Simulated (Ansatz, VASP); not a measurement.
# Ti3InC in two plane-wave programs

Aim: how closely do two programs agree when they are given the same cell, functional and k mesh? The cell is taken from a series of runs on this material, whose earlier steps may have relaxed, scaled, displaced or heated it; both programs get it as it stands.

Main program and level: Ansatz 0.2.0; plane waves, with VASP 6.6.1 beside it; single point at PBEsol.

## Step 1: The starting structure

The structure is cubic, space group Pm-3m (No. 221). Conventional cell: a = 4.236 Å, b = 4.236 Å, c = 4.236 Å, α = 90.00°, β = 90.00°, γ = 90.00°. Nearest to Ti lie 2 C at 2.12 Å and 4 In at 2.99 Å and 8 Ti at 2.99 Å. In has 12 Ti at 2.99 Å nearest. C has 6 Ti at 2.12 Å nearest. Farther neighbours are not listed.

Structure file:

```cif
data_structure
_symmetry_space_group_name_H-M 'Pm-3m'
_symmetry_Int_Tables_number 221
_cell_length_a 4.2356
_cell_length_b 4.2356
_cell_length_c 4.2356
_cell_angle_alpha 90.000
_cell_angle_beta 90.000
_cell_angle_gamma 90.000
_cell_volume 75.99
loop_
_atom_site_label
_atom_site_type_symbol
_atom_site_symmetry_multiplicity
_atom_site_Wyckoff_symbol
_atom_site_fract_x
_atom_site_fract_y
_atom_site_fract_z
_atom_site_occupancy
Ti1 Ti 3 c 0.50000 0.50000 0.00000 1
In1 In 1 a 0.00000 0.00000 0.00000 1
C1 C 1 b 0.50000 0.50000 0.50000 1
```

## Step 2: Ansatz: single point, PBEsol, pair 1

Ansatz runs on its PAW soft_1 files.

A single point gives forces, pressure and levels at one fixed geometry, so differences don't come from the geometry; what else differs is listed under the comparison.

Input file input.yaml:

```yaml
crystal:
  lattice:
    - [4.23556108, 0.0, 0.0]
    - [0.0, 4.23556108, 0.0]
    - [0.0, 0.0, 4.23556108]
  atoms:
    - { symbol: Ti, position: [0.5, 0.5, 0.0] }
    - { symbol: Ti, position: [0.5, 0.0, 0.5] }
    - { symbol: Ti, position: [0.0, 0.5, 0.5] }
    - { symbol: In, position: [0.0, 0.0, 0.0] }
    - { symbol: C, position: [0.5, 0.5, 0.5] }
kpoints:
  mp_grid: { grid: [4, 4, 4] }
hamiltonian:
  xc: pbesol
  pseudopotentials: { kind: paw, azcp: { folder: soft_1 }, xc_functional: pbe }
scf:
  occupations: { method: gaussian, width: 0.1 }
output:
  forces: true
  stress: true
  eigenvalues: true
```

On the command line:

```bash
> ansatz run input.yaml --threads 4 --pin off --max-ram 10240MiB --backend cpu --events-out ev --progress --plain --runs-dir out
```

Numbers of over 12 decimals in the logs are rounded to 6 here.

The program printed:

```text
Engine: ansatz 0.2.0, aarch64-unknown-linux-gnu
Pseudopotentials: kind: paw
Pseudopotential: Ti, paw, valence charge 12, recommended cutoff 420 eV (normal), soft_1/Ti.paw.azcp
Pseudopotential: In, paw, valence charge 13, recommended cutoff 420 eV (normal), soft_1/In.paw.azcp
Pseudopotential: C, paw, valence charge 4, recommended cutoff 420 eV (normal), soft_1/C.paw.azcp
Functional definition: PBEsol
  exchange = pbesol_x
  correlation = pbesol_c
Crystal: 5 atoms, lattice volume = 75.986 Å³
Basis set: ecut = 420 eV, 1503 PW (Γ), exchange–correlation on 60×60×60 points (8 copies of the dense FFT grid, shifted against one another)
Bands: 32, of which v1, the nominal top of the filled ones, is band 27 counted from 1 (26 counted from 0)
Symmetry: 48 space group operations
Space group: Pm-3m (ITA 221), of the structure as read, at distance tolerance 4.2e-5 Å
k-points: 10 of 64
Non-local potential: Ti, projectors of the file, l = 0: 3, l = 1: 2, l = 2: 3, l = 3: 1
Non-local potential: In, projectors of the file, l = 0: 2, l = 1: 2, l = 2: 2, l = 3: 1
Non-local potential: C, projectors of the file, l = 0: 2, l = 1: 2, l = 2: 1
PAW form: soft (Blöchl's): semilocal exchange-correlation on the pseudo side does not see the compensation charge
PAW frozen core: Ti, regenerated for the run's functional, and the local potential with it (the file was generated under x = pbe(κ = 0.804, μ = 0.219515), c = pbe(β = 0.066725))
PAW frozen core: In, regenerated for the run's functional, and the local potential with it (the file was generated under x = pbe(κ = 0.804, μ = 0.219515), c = pbe(β = 0.066725))
PAW frozen core: C, regenerated for the run's functional, and the local potential with it (the file was generated under x = pbe(κ = 0.804, μ = 0.219515), c = pbe(β = 0.066725))
PAW one-centre angular grid: Ti, 590 points (default); XC on 64 Gauss nodes
PAW one-centre angular grid: In, 590 points (default); XC on 64 Gauss nodes
PAW one-centre angular grid: C, 110 points (default); XC on 64 Gauss nodes
Initial density: superposition of atomic densities (chi_scale 0.1, normalization cell, long waves kept (reshape's long-wave potential 0.00 eV rms))
Initial wavefunctions: pseudopotential atomic-orbital guess
Functional: x = pbesol(κ = 0.804, μ = 0.123457), c = pbesol(β = 0.046)
SCF iter   1: F=—  HF=-13199.269274 eV  |F-HF|=—  |Δ(HF+E_count)|=         —  Δρ=7.84e-2  dr2=8.81e0  ethr=3.10e-3  ⟨swp⟩=4.2  Hψ=1048  notcnv=0
preconditioner: auto → Kerker (q_TF=auto, 2.569 Å⁻¹)  [metal: Δε(μ)=0.062 eV  Ē_g=8.065 eV  σ=0.100 eV  W_gap=0.31  n_scr=18 (ndim 8)  ℏωp=22.9 eV  f_vac=0.000  D(μ)=4.84/eV (n_scr^D=56)]
SCF iter   2: F=—  HF=-13197.439247 eV  |F-HF|=—  |Δ(HF+E_count)|=    1.83e0  Δρ=2.87e-2  dr2=1.61e0  ethr=3.10e-3  ⟨swp⟩=2.4  Hψ=601  notcnv=0  defer=3
SCF iter   3: F=—  HF=-13197.052877 eV  |F-HF|=—  |Δ(HF+E_count)|=   3.86e-1  Δρ=1.22e-2  dr2=2.17e-1  ethr=3.04e-3  ⟨swp⟩=2.0  Hψ=492  notcnv=0  defer=5
SCF iter   4: F=—  HF=-13196.981390 eV  |F-HF|=—  |Δ(HF+E_count)|=   7.15e-2  Δρ=1.89e-3  dr2=6.76e-3  ethr=4.09e-4  ⟨swp⟩=2.0  Hψ=454  notcnv=0  defer=6
SCF iter   5: F=—  HF=-13196.979634 eV  |F-HF|=—  |Δ(HF+E_count)|=   1.76e-3  Δρ=5.86e-4  dr2=1.85e-4  ethr=1.28e-5  ⟨swp⟩=2.1  Hψ=521  notcnv=0  defer=5
SCF iter   6: F=—  HF=-13196.979611 eV  |F-HF|=—  |Δ(HF+E_count)|=   2.30e-5  Δρ=1.65e-4  dr2=1.99e-5  ethr=3.49e-7  ⟨swp⟩=2.0  Hψ=457  notcnv=0  defer=5
SCF iter   7: F=—  HF=-13196.979503 eV  |F-HF|=—  |Δ(HF+E_count)|=   1.07e-4  Δρ=3.64e-5  dr2=1.02e-6  ethr=3.76e-8  ⟨swp⟩=2.0  Hψ=447  notcnv=0  defer=5
SCF iter   8: F=-13196.979503 eV  HF=-13196.979503 eV  |F-HF|=1.19e-8  |Δ(HF+E_count)|=   6.86e-8  Δρ=6.52e-6  dr2=3.38e-8  ethr=1.89e-10  ⟨swp⟩=7.9  Hψ=1352  notcnv=0
SCF 1 converged in 8 iterations: F = -13196.979503 eV  dr2 = 3.38e-8
  greatest PAW one-centre occupation: 0.998 electrons in one spin orbital (limit 2), on the Ti atom at site 2 (counted from 0), in its partial waves of l = 0
SCF converged after 8 iterations
Free energy (F): -13196.979503 eV
Harris-Foulkes:  -13196.979503 eV  (|F-HF|=1.19e-8)
Internal energy: -13196.955936 eV  (E = F + TS)
E sigma→0 (E₀):  -13196.967719 eV
Entropy (-TS):   -0.023568 eV (-4.714 meV/atom)
Fermi energy:    13.769871 eV
--- Per-component energies (eV) ---
  E_band       = -417.298843
  E_kinetic    = 1147.795678
  E_local      = -3515.775885  (includes V_loc(G=0)·N_el)
  E_nonlocal   = 536.633644
  E_hartree    = 1401.158252
  E_xc         = -536.395968
  E_vxc        = -585.455081  (∫ρ·V_xc dr)
  E_paw        = -7284.172373  (= ΣΔE_a)
  E_vpaw       = -802.812249  (= ΣTr[D̂ρ^β])
  E_aug_tail   = -0.000108  (compensation charges beyond the density's cutoff)
  E_ewald      = -4946.874333
  E_core_change = 0.675158  (= ΣΔE_core)
  E_smearing   = -0.023568  (= −TS)
  E_closure    = 0.000000  (closes the sum)
  Σ components = -13196.979503   (vs F -13196.979503, Δ=0.00e0)
--- Forces (eV/Å), atoms counted from 1 ---
  atom   1  Ti     0.00000000    -0.00000000    -0.00000000
  atom   2  Ti     0.00000000    -0.00000000     0.00000000
  atom   3  Ti     0.00000000    -0.00000000    -0.00000000
  atom   4  In    -0.00000000     0.00000000    -0.00000000
  atom   5  C      0.00000000     0.00000000     0.00000000
  max |Σ_I F_I| component: 1.38e-28 eV/Å
--- Stress (GPa, compression-positive) ---
       -3.945911       0.000000       0.000000
        0.000000      -3.945911       0.000000
        0.000000       0.000000      -3.945911
  P = ⅓ Tr σ = -3.9459 GPa (-39.459 kbar)
--- Band table (eV; the first three rows and the last of 10) ---
  k-point 0: bands = [... 23 lower, 12.3281, 12.4367, 12.4367, 12.4367, 15.1879, 15.1879, 15.1879, 15.7839, ... 1 higher]
  k-point 1: bands = [... 23 lower, 12.3651, 12.3651, 12.5616, 12.7765, 14.3875, 14.9504, 14.9955, 14.9955, ... 1 higher]
  k-point 2: bands = [... 23 lower, 12.1969, 12.1969, 12.7122, 13.4726, 14.2702, 14.6909, 15.1117, 15.1117, ... 1 higher]
  k-point 9: bands = [... 23 lower, 12.0889, 12.0889, 14.0783, 14.0783, 14.0783, 14.1225, 14.1225, 14.1225, ... 1 higher]
```

The run ends at a pressure of -3.95 GPa.

## Step 3: VASP: single point, PBEsol, pair 1

The same cell, functional, mesh and smearing now go to VASP, with its own data sets.

Lines of VASP's logs that name or quote its potential files are left out, and so is its time.

Input file INCAR:

```
SYSTEM = Ti3InC
PREC = Accurate
ENCUT = 600
EDIFF = 1E-06
NELM = 120
ISMEAR = 0
SIGMA = 0.1
LREAL = .FALSE.
ALGO = Normal
GGA = PS
NBANDS = 32
LASPH = .TRUE.
LORBIT = 11
LWAVE = .FALSE.
LCHARG = .FALSE.
ISIF = 2
GGA_COMPAT = .FALSE.
KPAR = 2
```

Input file POSCAR:

```
Ti3InC
1.0
    4.2355610800      0.0000000000      0.0000000000
    0.0000000000      4.2355610800      0.0000000000
    0.0000000000      0.0000000000      4.2355610800
Ti In C
3 1 1
Direct
    0.5000000000      0.5000000000      0.0000000000
    0.5000000000      0.0000000000      0.5000000000
    0.0000000000      0.5000000000      0.5000000000
    0.0000000000      0.0000000000      0.0000000000
    0.5000000000      0.5000000000      0.5000000000
```

Input file KPOINTS:

```
Automatic mesh
0
Gamma
4 4 4
0 0 0
```

Potentials, in the order of the species: Ti_sv, In_d and C (PBE family, release 64).

On the command line:

```bash
> mpirun -np 2 vasp_std
```

The program printed:

```text
[banner, memory and clock lines left out]
running    2 mpi-ranks, on    1 nodes
 distrk:  each k-point on    1 cores,    2 groups
 distr:  one band on    1 cores,    1 groups

 POSCAR found type information on POSCAR TiInC
 POSCAR found :  3 types and       5 ions
|                                                                             |
|               ----> ADVICE to this user running VASP <----                  |
|                                                                             |
|     You enforced a specific xc type in the INCAR file but a different       |
|     [... a line on the potential file left out ...]
|     I HOPE YOU KNOW WHAT YOU ARE DOING!                                     |
|                                                                             |

 LDA part: xc-table for (Slater+PW92), standard interpolation
 POSCAR, INCAR and KPOINTS ok, starting setup
 FFT: planning ... GRIDC
 FFT: planning ... GRID_SOFT
 FFT: planning ... GRID
 WAVECAR not read
 entering main loop
       N       E                     dE             d eps       ncg     rms          rms(c)
DAV:   1     0.674013822765E+03    0.67401E+03   -0.28848E+04   640   0.236E+03
DAV:   2     0.460963920949E+02   -0.62792E+03   -0.61953E+03   640   0.630E+02
DAV:   3    -0.404961801699E+02   -0.86593E+02   -0.85548E+02   984   0.206E+02
DAV:   4    -0.497757909431E+02   -0.92796E+01   -0.92443E+01  1032   0.592E+01
DAV:   5    -0.503830169047E+02   -0.60723E+00   -0.60576E+00   928   0.129E+01    0.234E+01
DAV:   6    -0.408125760692E+02    0.95704E+01   -0.71574E+01   880   0.549E+01    0.635E+00
DAV:   7    -0.407700448440E+02    0.42531E-01   -0.55706E+00   912   0.140E+01    0.387E+00
DAV:   8    -0.407473855624E+02    0.22659E-01   -0.57846E-01   920   0.403E+00    0.182E+00
DAV:   9    -0.407443374757E+02    0.30481E-02   -0.20849E-01   968   0.223E+00    0.772E-01
DAV:  10    -0.407388953810E+02    0.54421E-02   -0.62838E-02   840   0.149E+00    0.176E-01
DAV:  11    -0.407394300543E+02   -0.53467E-03   -0.24729E-03   984   0.387E-01    0.605E-02
DAV:  12    -0.407394218254E+02    0.82289E-05   -0.17705E-04   968   0.981E-02    0.266E-02
DAV:  13    -0.407394132467E+02    0.85787E-05   -0.31959E-05   904   0.308E-02    0.955E-03
DAV:  14    -0.407394115658E+02    0.16808E-05   -0.17337E-05   696   0.257E-02    0.500E-03
DAV:  15    -0.407394113361E+02    0.22973E-06   -0.18009E-06   624   0.911E-03
   1 F= -.40739411E+02 E0= -.40727537E+02  d E =-.237483E-01
```

From OUTCAR (step 3):

```text
ion  position               nearest neighbor table
   1  0.500  0.500  0.000-   5 2.12   5 2.12   4 2.99   4 2.99   4 2.99   4 2.99
   2  0.500  0.000  0.500-   5 2.12   5 2.12   4 2.99   4 2.99   4 2.99   4 2.99
   3  0.000  0.500  0.500-   5 2.12   5 2.12   4 2.99   4 2.99   4 2.99   4 2.99
   4  0.000  0.000  0.000-   1 2.99   2 2.99   3 2.99   2 2.99   3 2.99   1 2.99   3 2.99   3 2.99
                             1 2.99   2 2.99   2 2.99   1 2.99
   5  0.500  0.500  0.500-   1 2.12   2 2.12   3 2.12   1 2.12   2 2.12   3 2.12

  LATTYP: Found a simple cubic cell.
 ALAT       =     4.2355610800

 Subroutine GETGRP returns: Found 48 space group operations
 (whereof 48 operations were pure point group operations)

The static configuration has the point symmetry O_h .

 Found     10 irreducible k-points:

   k-points           NKPTS =     10   k-points in BZ     NKDIM =     10   number of bands    NBANDS=     32

   dimension x,y,z NGX =    36 NGY =   36 NGZ =   36
   dimension x,y,z NGXF=    72 NGYF=   72 NGZF=   72

   ENCUT  =  600.0 eV  44.10 Ry    6.64 a.u.   8.46  8.46  8.46*2*pi/ulx,y,z

   NELECT =      53.0000    total number of electrons

 k-points in reciprocal lattice and weights: Automatic mesh
   0.00000000  0.00000000  0.00000000       0.016
   0.25000000  0.00000000  0.00000000       0.094
   0.50000000  0.00000000  0.00000000       0.047
   0.25000000  0.25000000  0.00000000       0.188
   0.50000000  0.25000000  0.00000000       0.188
   0.50000000  0.50000000  0.00000000       0.047
   0.25000000  0.25000000  0.25000000       0.125
   0.50000000  0.25000000  0.25000000       0.188
   0.50000000  0.50000000  0.25000000       0.094
   0.50000000  0.50000000  0.50000000       0.016

 average (electrostatic) potential at core
       1 -71.5753       2 -71.5753       3 -71.5753       4 -91.4939       5 -45.1694

 E-fermi :   9.1706

 k-point     1 :       0.0000    0.0000    0.0000
  band No.  band energies     occupation
    ...
     23       7.7303      2.00000
     24       7.7303      2.00000
     25       7.8426      2.00000
     26       7.8426      2.00000
     27       7.8426      2.00000
     28      10.5806      0.00000
     29      10.5806      0.00000
     30      10.5806      0.00000
     31      11.1822      0.00000
     32      11.1822      0.00000

 k-point     2 :       0.2500    0.0000    0.0000
  band No.  band energies     occupation
    ...
     23       7.2782      2.00000
     24       7.7701      2.00000
     25       7.7701      2.00000
     26       7.9673      2.00000
     27       8.1776      2.00000
     28       9.7860      0.00000
     29      10.3432      0.00000
     30      10.3927      0.00000
     31      10.3927      0.00000
     32      11.1587      0.00000

 k-point     3 :       0.5000    0.0000    0.0000
  band No.  band energies     occupation
    ...
     23       6.6286      2.00000
     24       7.6014      2.00000
     25       7.6014      2.00000
     26       8.1178      2.00000
     27       8.8719      1.99998
     28       9.6666      0.00000
     29      10.0837      0.00000
     30      10.5088      0.00000
     31      10.5088      0.00000
     32      10.7197      0.00000

  Total       -1.8159537     -1.8159537     -1.8159537      0.0000000      0.0000000      0.0000000
  in kB      -38.2897481    -38.2897481    -38.2897481      0.0000000      0.0000000      0.0000000
  external PRESSURE =     -38.2897481 kB  Pullay stress =       0.0000000 kB

  energy-cutoff  :      600.00
  volume of cell :       75.99
      direct lattice vectors                 reciprocal lattice vectors
     4.235561080  0.000000000  0.000000000     0.236096229  0.000000000  0.000000000
     0.000000000  4.235561080  0.000000000     0.000000000  0.236096229  0.000000000
     0.000000000  0.000000000  4.235561080     0.000000000  0.000000000  0.236096229

 POSITION                                       TOTAL-FORCE (eV/Angst)
 -----------------------------------------------------------------------------------
      2.11778      2.11778      0.00000         0.000000      0.000000      0.000000
      2.11778      0.00000      2.11778         0.000000      0.000000      0.000000
      0.00000      2.11778      2.11778         0.000000      0.000000      0.000000
      0.00000      0.00000      0.00000         0.000000      0.000000      0.000000
      2.11778      2.11778      2.11778         0.000000      0.000000      0.000000
 -----------------------------------------------------------------------------------
    total drift:                                0.000000      0.000000      0.000000

  FREE ENERGIE OF THE ION-ELECTRON SYSTEM (eV)
  ---------------------------------------------------
  free  energy   TOTEN  =       -40.7394113361 eV

  energy  without entropy=      -40.7156630371  energy(sigma->0) =      -40.72753719

 total charge
# of ion       s       p       d       tot
------------------------------------------
    1        2.187   6.169   1.937  10.294
    2        2.187   6.169   1.937  10.294
    3        2.187   6.169   1.937  10.294
    4        0.866   0.936   9.839  11.641
    5        0.888   1.523   0.000   2.411
--------------------------------------------------
tot          8.315  20.967  15.651  44.933

[... 3 further parts left out ...]
```

This run has no spin polarisation. Its electron count is odd, so without a moment it is a metal by construction. The k-mesh is coarse for a metal.

## Step 4: Comparison

Known differences besides the potentials themselves: the cutoff is 420 eV in Ansatz and 600 eV in VASP; Ansatz makes its cores anew for this functional, VASP keeps those of its PBE data sets. Total energies have different zeros and are not compared.

The two programs side by side:

```
      quantity  Ansatz   VASP  difference
pressure (GPa)   -3.95  -3.83       -0.12
```

## Step 5: Ansatz: single point, PBEsol, pair 2

A single point gives forces, pressure and levels at one fixed geometry, so differences don't come from the geometry; what else differs is listed under the comparison. The cell compared in this pair holds 71.78 Å³, against 75.99 Å³ for the pair before.

The cell is taken from a series of runs on this material, whose earlier steps may have relaxed, scaled, displaced or heated it; both programs get it as it stands.

input.yaml, the sections that differ from step 2:

```yaml
crystal:
  lattice:
    - [4.1559983269, 0.0, 0.0]
    - [0.0, 4.1559983269, 0.0]
    - [0.0, 0.0, 4.1559983269]
  atoms:
    - { symbol: Ti, position: [0.5, 0.5, 0.0] }
    - { symbol: Ti, position: [0.5, 0.0, 0.5] }
    - { symbol: Ti, position: [0.0, 0.5, 0.5] }
    - { symbol: In, position: [0.0, 0.0, 0.0] }
    - { symbol: C, position: [0.5, 0.5, 0.5] }
kpoints:
  mp_grid: { grid: [8, 8, 8] }
scf:
  occupations: { method: methfessel_paxton, width: 0.2 }
# hamiltonian, output: as in step 2
```

On the command line:

```bash
> ansatz run input.yaml --threads 4 --pin off --max-ram 10240MiB --backend cpu --events-out ev --progress --plain --runs-dir out
```

The program printed:

```text
[...]
Crystal: 5 atoms, lattice volume = 71.784 Å³
Basis set: ecut = 420 eV, 1365 PW (Γ), exchange–correlation on 60×60×60 points (8 copies of the dense FFT grid, shifted against one another)
Bands: 32, of which v1, the nominal top of the filled ones, is band 27 counted from 1 (26 counted from 0)
Symmetry: 48 space group operations
[...]
k-points: 35 of 512
[...]
k-point 0: bands = [... 23 lower, 13.1968, 13.2649, 13.2649, 13.2649, 16.2520, 16.2520, 16.2520, 16.8729, ... 1 higher]
  k-point 1: bands = [... 23 lower, 13.2812, 13.2812, 13.3000, 13.3216, 16.0118, 16.0970, 16.0970, 16.1779, ... 1 higher]
  k-point 2: bands = [... 23 lower, 13.2183, 13.2183, 13.3918, 13.6709, 15.3934, 15.9939, 16.0296, 16.0296, ... 1 higher]
  k-point 34: bands = [... 23 lower, 13.0097, 13.0097, 15.0613, 15.0613, 15.0613, 15.0843, 15.0843, 15.0843, ... 1 higher]
[key lines of the parts left out:]
SCF converged after 8 iterations
Free energy (F): -13196.964086 eV
Fermi energy:    14.713748 eV
P = ⅓ Tr σ = 5.1902 GPa (51.902 kbar)
```

The run ends at a pressure of 5.19 GPa.

(Part 1 of 2 ends here.)

[Lines on the potential files, build, host, timing and source positions are cut from VASP's logs without a mark.]

[Logs are printed without paths, hosts, clocks, repeated set-up lines and the standing remarks that a program may print on its own settings, such as how far it seeks lower states.]

[Hosts, paths, dates, database ids (printed as entryN), source tags and the programs' standing remarks are cut or masked in the printed files.]
